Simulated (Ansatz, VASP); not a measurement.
# Cross-check of Ga2SnS5 (1T-SnS2 under alpha-Ga2S3 ferroelectric layer, AA') between VASP and Ansatz, part 2 of 2

Wanted: the spread between two codes on one cell, functional and k mesh. Of the first pair: The structure shown is the start of the Ansatz relaxation below; VASP solves that cell, so the two are compared at the walk's first step.

VASP 6.6.1 and Ansatz 0.2.0.

So far: Starting point; Ansatz: relaxation, PBE with D3(BJ).

**3. VASP: single point, PBE with D3(BJ), start cell, pair 1**

Level of this step: PBE with D3(BJ); plane waves and PAW (S, Sn_d, Ga_d) (VASP).

The same cell, functional, mesh and smearing now go to VASP, with its own data sets.

Lines of VASP's logs that name or quote its potential files are left out, and so is its time.

The input, INCAR:

```
SYSTEM = Ga2SnS5
PREC = Accurate
ENCUT = 400
EDIFF = 1E-06
NELM = 120
ISMEAR = -1
SIGMA = 0.05
LREAL = .FALSE.
ALGO = Normal
GGA = PE
IVDW = 12
NBANDS = 43
LORBIT = 11
LWAVE = .FALSE.
LCHARG = .FALSE.
ISIF = 2
LDIPOL = .TRUE.
IDIPOL = 3
DIPOL = 0.5 0.5 0.496
LVHAR = .TRUE.
LASPH = .TRUE.
GGA_COMPAT = .FALSE.
EFERMI = MIDGAP
NELMDL = -8
KPAR = 2
```

The input, POSCAR:

```
Ga2SnS5
1.0
    3.6750000000      0.0000000000      0.0000000000
   -1.8375000000      3.1826430000      0.0000000000
    0.0000000000      0.0000000000     53.0194520000
S Sn Ga
5 1 2
Direct
    0.6666666667      0.3333333333      0.3960810459
    0.3333333333      0.6666666667      0.4303169146
    0.3333333333      0.6666666667      0.4868999212
    0.0000000000      0.0000000000      0.5509802515
    0.3333333333      0.6666666667      0.6039189541
    0.0000000000      0.0000000000      0.4131989708
    0.0000000000      0.0000000000      0.5081657766
    0.6666666667      0.3333333333      0.5803427014
```

The input, KPOINTS:

```
Automatic mesh
0
Gamma
12 12 1
0 0 0
```

PAW data sets: S, Sn_d and Ga_d (PBE family, release 64).

Started as:

```console
$ mpirun -np 2 vasp_std
```

Numbers of over 12 decimals in the logs are rounded to 6 here.

What it wrote:

```text
[banner, memory and clock lines left out]
running    2 mpi-ranks, on    1 nodes
 distrk:  each k-point on    1 cores,    2 groups
 distr:  one band on    1 cores,    1 groups

 POSCAR found type information on POSCAR S SnGa
 POSCAR found :  3 types and       8 ions
 LDA part: xc-table for (Slater+PW92), standard interpolation
|                                                                             |
|           W    W    AA    RRRRR   N    N  II  N    N   GGGG   !!!           |
|           W    W   A  A   R    R  NN   N  II  NN   N  G    G  !!!           |
|           W    W  A    A  R    R  N N  N  II  N N  N  G       !!!           |
|           W WW W  AAAAAA  RRRRR   N  N N  II  N  N N  G  GGG   !            |
|           WW  WW  A    A  R   R   N   NN  II  N   NN  G    G                |
|           W    W  A    A  R    R  N    N  II  N    N   GGGG   !!!           |
|                                                                             |
|     One of the lattice vectors is very long (>50 A), but AMIN is rather     |
|     large. This can spoil convergence since charge sloshing might occur     |
|     along the long lattice vector. If problems with convergence are         |
|     observed, try to decrease AMIN to a smaller value (e.g. 0.01).          |
|     Note: This warning only applies if the self-consistency cycle is        |
|     used.                                                                   |
|                                                                             |

 POSCAR, INCAR and KPOINTS ok, starting setup
 FFT: planning ... GRIDC
 FFT: planning ... GRID_SOFT
 FFT: planning ... GRID
 WAVECAR not read
 entering main loop
       N       E                     dE             d eps       ncg     rms          rms(c)
DAV:   1     0.553589031664E+03    0.55359E+03   -0.26469E+04  1970   0.118E+03
DAV:   2     0.509099964424E+02   -0.50268E+03   -0.49325E+03  2206   0.295E+02
DAV:   3    -0.274194326861E+02   -0.78329E+02   -0.77394E+02  2046   0.129E+02
DAV:   4    -0.318345790724E+02   -0.44151E+01   -0.43992E+01  2438   0.354E+01
DAV:   5    -0.319090120215E+02   -0.74433E-01   -0.74303E-01  2292   0.438E+00
DAV:   6    -0.319118553966E+02   -0.28434E-02   -0.28423E-02  2577   0.812E-01
DAV:   7    -0.319119099286E+02   -0.54532E-04   -0.54517E-04  2340   0.111E-01
DAV:   8    -0.319119123924E+02   -0.24638E-05   -0.24634E-05  2553   0.215E-02    0.183E+01
DAV:   9    -0.301804861198E+02    0.17314E+01   -0.30626E+00  2484   0.278E+01    0.126E+01
DAV:  10    -0.301431581631E+02    0.37328E-01   -0.29972E+00  2348   0.966E+00    0.241E+00
DAV:  11    -0.300612763984E+02    0.81882E-01   -0.49030E-01  2177   0.608E+00    0.153E+00
DAV:  12    -0.300564967337E+02    0.47797E-02   -0.65602E-02  2212   0.116E+00    0.640E-01
DAV:  13    -0.300565202783E+02   -0.23545E-04   -0.79092E-03  2099   0.699E-01    0.314E-01
DAV:  14    -0.300565510756E+02   -0.30797E-04   -0.15514E-03  2148   0.217E-01    0.126E-01
[...]
DAV:  21    -0.300570692458E+02   -0.38135E-04   -0.83057E-07  1452   0.403E-03    0.569E-03
DAV:  22    -0.300571493403E+02   -0.80095E-04   -0.29659E-06  1389   0.471E-03    0.201E-03
DAV:  23    -0.300571790012E+02   -0.29661E-04   -0.12441E-06  1427   0.308E-03    0.134E-03
DAV:  24    -0.300571924297E+02   -0.13428E-04   -0.16159E-07  1286   0.170E-03    0.723E-04
DAV:  25    -0.300572002079E+02   -0.77782E-05   -0.69329E-08  1246   0.146E-03    0.360E-04
DAV:  26    -0.300572067477E+02   -0.65398E-05   -0.11205E-07  1233   0.117E-03    0.344E-04
DAV:  27    -0.300572081177E+02   -0.13700E-05   -0.26618E-08  1188   0.719E-04    0.288E-04
DAV:  28    -0.300572088532E+02   -0.73559E-06   -0.12974E-08  1062   0.510E-04
   1 F= -.32254114E+02 E0= -.32254113E+02  d E =-.232154E-05
```

Parts of OUTCAR (step 3):

```text
ion  position               nearest neighbor table
   1  0.667  0.333  0.396-   6 2.31   6 2.31   6 2.31   2 2.79   2 2.79   2 2.79
   2  0.333  0.667  0.430-   6 2.31   6 2.31   6 2.31   1 2.79   1 2.79   1 2.79
   3  0.333  0.667  0.487-   7 2.40   7 2.40   7 2.40
   4  0.000  0.000  0.551-   7 2.27   8 2.63   8 2.63   8 2.63
   5  0.333  0.667  0.604-   8 2.46   8 2.46   8 2.46
   6  0.000  0.000  0.413-   1 2.31   1 2.31   1 2.31   2 2.31   2 2.31   2 2.31
   7  0.000  0.000  0.508-   4 2.27   3 2.40   3 2.40   3 2.40
   8  0.667  0.333  0.580-   5 2.46   5 2.46   5 2.46   4 2.63   4 2.63   4 2.63

  LATTYP: Found a hexagonal cell.
 ALAT       =     3.6750000000
 C/A-ratio  =    14.4270617687

 Subroutine GETGRP returns: Found  6 space group operations
 (whereof  6 operations were pure point group operations)

The static configuration has the point symmetry C_3v.

 Found     19 irreducible k-points:

   k-points           NKPTS =     19   k-points in BZ     NKDIM =     19   number of bands    NBANDS=     43

   dimension x,y,z NGX =    24 NGY =   24 NGZ =  350
   dimension x,y,z NGXF=    48 NGYF=   48 NGZF=  700

   ENCUT  =  400.0 eV  29.40 Ry    5.42 a.u.   5.99  5.99 86.46*2*pi/ulx,y,z

   NELECT =      70.0000    total number of electrons

 k-points in reciprocal lattice and weights: Automatic mesh
   0.00000000  0.00000000  0.00000000       0.007
   0.08333333 -0.00000000  0.00000000       0.042
   0.16666667 -0.00000000  0.00000000       0.042
   0.25000000 -0.00000000  0.00000000       0.042
   0.33333333  0.00000000  0.00000000       0.042
   0.41666667 -0.00000000  0.00000000       0.042
   0.50000000 -0.00000000  0.00000000       0.021
   0.08333333  0.08333333  0.00000000       0.042
   0.16666667  0.08333333  0.00000000       0.083
[...]
0.33333333  0.25000000  0.00000000       0.083
   0.33333333  0.33333333  0.00000000       0.014

 dipolmoment           0.000000      0.000000      0.108717 electrons x Angstroem

 average (electrostatic) potential at core
       1 -94.7199       2 -94.7261       3 -94.8641       4 -93.8128       5 -93.2964
       6-110.6764       7 -73.6900       8 -72.6973

 E-fermi :  -2.4893

 k-point     1 :       0.0000    0.0000    0.0000
  band No.  band energies     occupation
    ...
     31      -4.1280      2.00000
     32      -3.4290      2.00000
     33      -3.4290      2.00000
     34      -3.1154      1.99999
     35      -3.1154      1.99999
     36      -2.0481      0.00029
     37      -1.5554      0.00000
     38      -0.4420      0.00000
     39      -0.1309      0.00000
     40       0.7521      0.00000
    ...

 k-point     2 :       0.0833   -0.0000    0.0000
  band No.  band energies     occupation
    ...
     31      -4.0777      2.00000
     32      -3.8381      2.00000
     33      -3.6144      2.00000
     34      -3.3939      2.00000
     35      -3.0644      1.99998
     36      -1.5953      0.00000
     37      -1.2349      0.00000
     38      -0.2179      0.00000
     39      -0.0154      0.00000
     40       0.6519      0.00000
    ...

 k-point     3 :       0.1667   -0.0000    0.0000
  band No.  band energies     occupation
    ...
     31      -4.4324      2.00000
     32      -3.9628      2.00000
     33      -3.8949      2.00000
     34      -3.7950      2.00000
     35      -3.0646      1.99998
     36      -1.0463      0.00000
     37      -0.8414      0.00000
     38      -0.1003      0.00000
     39       0.1458      0.00000
     40       1.0346      0.00000
    ...

 Edisp (eV)   -2.19691

  Total      15.96720    15.96720     9.15851     0.00000    -0.00000     0.00000
  in kB      41.25331    41.25330    23.66219     0.00000    -0.00000     0.00000
  external pressure =       35.39 kB  Pullay stress =        0.00 kB

  energy-cutoff  :      400.00
  volume of cell :      620.13
      direct lattice vectors                 reciprocal lattice vectors
     3.675000000  0.000000000  0.000000000     0.272108844  0.157102132  0.000000000
    -1.837500000  3.182643000  0.000000000     0.000000000  0.314204264  0.000000000
     0.000000000  0.000000000 53.019452000     0.000000000  0.000000000  0.018861002

 POSITION                                       TOTAL-FORCE (eV/Angst)
 -----------------------------------------------------------------------------------
      1.83750      1.06088     21.00000         0.000000     -0.000000     -6.380604
     -0.00000      2.12176     22.81517         0.000000      0.000000      5.710584
     -0.00000      2.12176     25.81517        -0.000000      0.000000      1.325067
      0.00000      0.00000     29.21267         0.000000      0.000000     -0.226912
     -0.00000      2.12176     32.01945        -0.000000      0.000000     -1.102072
      0.00000      0.00000     21.90758        -0.000000      0.000000     -0.045034
      0.00000      0.00000     26.94267        -0.000000      0.000000      0.104650
      1.83750      1.06088     30.76945        -0.000000     -0.000000      0.614321
 -----------------------------------------------------------------------------------
    total drift:                                0.000001     -0.000004     -0.000983

  FREE ENERGIE OF THE ION-ELECTRON SYSTEM (eV)
  ---------------------------------------------------
  free  energy   TOTEN  =       -32.2541142782 eV

  energy  without entropy=      -32.2541119567  energy(sigma->0) =      -32.25411312

 vacuum level on the upper side and lower side of the slab         3.761         2.079

 total charge
# of ion       s       p       d       tot
------------------------------------------
    1        1.362   2.546   0.000   3.907
    2        1.364   2.549   0.000   3.914
    3        1.360   2.337   0.000   3.696
    4        1.348   2.358   0.000   3.705
    5        1.360   2.306   0.000   3.665
    6        1.029   1.439  10.399  12.866
    7        0.835   0.693  10.031  11.560
    8        0.782   0.597  10.035  11.413
--------------------------------------------------
tot          9.439  14.823  30.465  54.727

[... 3 further parts left out ...]
```

**4. Side by side**

Known differences besides the potentials themselves: Ansatz cuts the interaction across the vacuum, VASP repeats the sheet with a dipole correction; the cutoff is 420 eV in Ansatz and 400 eV in VASP. Total energies have different zeros and are not compared.

Forces (eV/Å; atoms numbered as in POSCAR):

```
atom        Ansatz x, y, z          VASP x, y, z
  S1  0.000, 0.000, -6.407  0.000, 0.000, -6.381
  S2   0.000, 0.000, 5.738   0.000, 0.000, 5.711
  S3   0.000, 0.000, 1.330   0.000, 0.000, 1.325
  S4  0.000, 0.000, -0.205  0.000, 0.000, -0.227
  S5  0.000, 0.000, -1.103  0.000, 0.000, -1.102
 Sn6  0.000, 0.000, -0.044  0.000, 0.000, -0.045
 Ga7   0.000, 0.000, 0.091   0.000, 0.000, 0.105
 Ga8   0.000, 0.000, 0.599   0.000, 0.000, 0.614
```

The forces differ by 9.8 meV/Å r.m.s., which is 0.5 % of the r.m.s. force of 1.788 eV/Å (both taken over all components). With vacuum in the cell, a pressure given here is an average over mostly empty space and none of the material.

**5. Ansatz: relaxation, PBE with D3(BJ)**

This run makes the geometry at which the two programs are then compared.

The structure compared here is the end of the Ansatz relaxation.

The input, input.yaml:

```yaml
crystal:
  lattice:
    - [3.675, 0.0, 0.0]
    - [-1.8375, 3.1826433589, 0.0]
    - [0.0, 0.0, 53.019452331]
  atoms:
    - { symbol: S, position: [0.6666666667, 0.3333333333, 0.3960810434] }
    - { symbol: Sn, position: [0.0, 0.0, 0.4131989762] }
    - { symbol: S, position: [0.3333333333, 0.6666666667, 0.430316909] }
    - { symbol: S, position: [0.3333333333, 0.6666666667, 0.4868999152] }
    - { symbol: Ga, position: [0.0, 0.0, 0.5081657822] }
    - { symbol: S, position: [0.0, 0.0, 0.5509802569] }
    - { symbol: Ga, position: [0.6666666667, 0.3333333333, 0.580342704] }
    - { symbol: S, position: [0.3333333333, 0.6666666667, 0.6039189566] }
  periodic: [true, true, false]
kpoints:
  mp_grid: { grid: [12, 12, 1] }
hamiltonian:
  xc: pbe
  dispersion: d3bj
scf:
  occupations: { method: fermi_dirac, width: 0.05 }
  convergence: { dr2_threshold: 1.0e-09 }
relax:
  f_tol: 0.004
  max_steps: 90
  cell: {}
output:
  write_potential: true
  write_density: true
  volumetric_format: npy
```

Started as:

```console
$ ansatz run input.yaml --threads 2 --pin off --max-ram 3072MiB --backend cpu --events-out ev --progress --plain --runs-dir out
```

What it wrote:

```text
[...]
Crystal: 8 atoms, lattice volume = 620.127 Å³
Basis set: ecut = 420 eV, 12093 PW (Γ), exchange–correlation on 50×50×720 points (8 copies of the dense FFT grid, shifted against one another)
Bands: 43, of which v1, the nominal top of the filled ones, is band 35 counted from 1 (34 counted from 0)
Symmetry: 6 space group operations
[...]
- [0, 0, 53.019452331]
  atoms:
    - { symbol: S, position: [0.666667, 0.333333, 0.371769] }
[...]
- { symbol: S, position: [0.333333, 0.666667, 0.428246] }
    - { symbol: S, position: [0.333333, 0.666667, 0.497398] }
[...]
- { symbol: S, position: [-1.8503717076816675e-17, -2.255140518769849e-17, 0.558715] }
    - { symbol: Ga, position: [0.666667, 0.333333, 0.587567] }
    - { symbol: S, position: [0.333333, 0.666667, 0.609057] }
[key lines of the parts left out:]
SCF converged after 6 iterations
Free energy (F): -18106.725788 eV
Fermi energy:    -5.967212 eV
P = ½ c Tr σ = -0.0335 N/m
```

**6. VASP: single point, PBE with D3(BJ), relaxed cell, pair 2**

The same cell, functional, mesh and smearing now go to VASP, with its own data sets.

INCAR, as its differences from that of step 3:

```diff
@@ -18,3 +18,3 @@
 IDIPOL = 3
-DIPOL = 0.5 0.5 0.496
+DIPOL = 0.5 0.5 0.497
 LVHAR = .TRUE.
```

The input, POSCAR:

```
Ga2SnS5
1.0
    3.6260421362      0.0000000000      0.0000000000
   -1.8130210681      3.1402446052      0.0000000000
    0.0000000000      0.0000000000     53.0194523310
S Sn Ga
5 1 2
Direct
    0.6666666667      0.3333333333      0.3717693569
    0.3333333333      0.6666666667      0.4282461954
    0.3333333333      0.6666666667      0.4973984035
    0.0000000000      0.0000000000      0.5587146971
    0.3333333333      0.6666666667      0.6090571811
    0.0000000000      0.0000000000      0.4000067309
    0.0000000000      0.0000000000      0.5171446237
    0.6666666667      0.3333333333      0.5875673550
```

KPOINTS is that of step 3.

Started as:

```console
$ mpirun -np 2 vasp_std
```

What it wrote:

```text
[banner, memory and clock lines left out]
running    2 mpi-ranks, on    1 nodes
[...]
LDA part: xc-table for (Slater+PW92), standard interpolation
 [... a notice as in an earlier step ...]

 POSCAR, INCAR and KPOINTS ok, starting setup
[...]
entering main loop
       N       E                     dE             d eps       ncg     rms          rms(c)
DAV:   1     0.538021652157E+03    0.53802E+03   -0.26393E+04  1970   0.118E+03
DAV:   2     0.429776228297E+02   -0.49504E+03   -0.48499E+03  2183   0.295E+02
DAV:   3    -0.314197333384E+02   -0.74397E+02   -0.73930E+02  1978   0.127E+02
DAV:   4    -0.356855848981E+02   -0.42659E+01   -0.42502E+01  2476   0.351E+01
[...]
DAV:  27    -0.343036248879E+02   -0.20391E-05   -0.27838E-08  1107   0.779E-04    0.473E-04
DAV:  28    -0.343036275130E+02   -0.26251E-05   -0.38098E-08  1180   0.828E-04    0.282E-04
DAV:  29    -0.343036278321E+02   -0.31913E-06   -0.95049E-09  1080   0.549E-04
   1 F= -.36372539E+02 E0= -.36371919E+02  d E =-.124075E-02
```

Parts of OUTCAR (step 6):

```text
 Edisp (eV)   -2.06891

  Total      -0.19612    -0.19612    -0.18631     0.00000     0.00000     0.00000
  in kB      -0.52048    -0.52048    -0.49443     0.00000     0.00000     0.00000
  external pressure =       -0.51 kB  Pullay stress =        0.00 kB

 POSITION                                       TOTAL-FORCE (eV/Angst)
 -----------------------------------------------------------------------------------
      1.81302      1.04675     19.71101        -0.000000     -0.000000      0.006008
     -0.00000      2.09350     22.70538        -0.000000     -0.000000     -0.005758
     -0.00000      2.09350     26.37179        -0.000000      0.000000     -0.008916
      0.00000      0.00000     29.62275         0.000000      0.000000     -0.033885
     -0.00000      2.09350     32.29188         0.000000      0.000000     -0.000515
      0.00000      0.00000     21.20814        -0.000000      0.000000     -0.000525
      0.00000      0.00000     27.41872        -0.000000      0.000000      0.028387
      1.81302      1.04675     31.15250         0.000000      0.000000      0.015204
 -----------------------------------------------------------------------------------
    total drift:                               -0.000001     -0.000000      0.000602

  FREE ENERGIE OF THE ION-ELECTRON SYSTEM (eV)
  ---------------------------------------------------
  free  energy   TOTEN  =       -36.3725391327 eV

  energy  without entropy=      -36.3712983835  energy(sigma->0) =      -36.37191876

[... 1 part as in an earlier step ...]

[... 2 further parts left out ...]
[key lines of the parts left out:]
E-fermi :  -2.9208
```

**7. Comparison**

Both answers:

```
              quantity  Ansatz   VASP  difference
gap on the k mesh (eV)   0.353  0.350      +0.003
```

At this near-relaxed geometry the largest component of a force difference is 35 meV/Å. A gap on the mesh is an upper bound, since the band edges may lie between its points. With vacuum in the cell, a pressure given here is an average over mostly empty space and none of the material.

**8. Outcome**

```yaml
r_m_s_force_difference_single_point_pbe_with_d3_bj_start_cell_pair_1: 0.55 % of the r.m.s. force
difference_in_gap_on_the_k_mesh_single_point_pbe_with_d3_bj_relaxed_cell_pair_2: 0.0030 eV
r_m_s_force_difference_single_point_pbe_with_d3_bj_relaxed_cell_pair_2: 9.8 meV/Å
```

What this shows: The r.m.s. force difference is 9.8 meV/Å (single point, PBE with D3(BJ), relaxed cell, pair 2), within the 12 meV/Å picked in this series as the mark of a large difference. How closely two codes agree says nothing of how well the functional describes the real material.

[Lines on the potential files, build, host, timing and source positions are cut from VASP's logs without a mark.]

[Logs are printed without paths, hosts, clocks, repeated set-up lines and the standing remarks that a program may print on its own settings, such as how far it seeks lower states.]

[Hosts, paths, dates, database ids (printed as entryN), source tags and the programs' standing remarks are cut or masked in the printed files.]
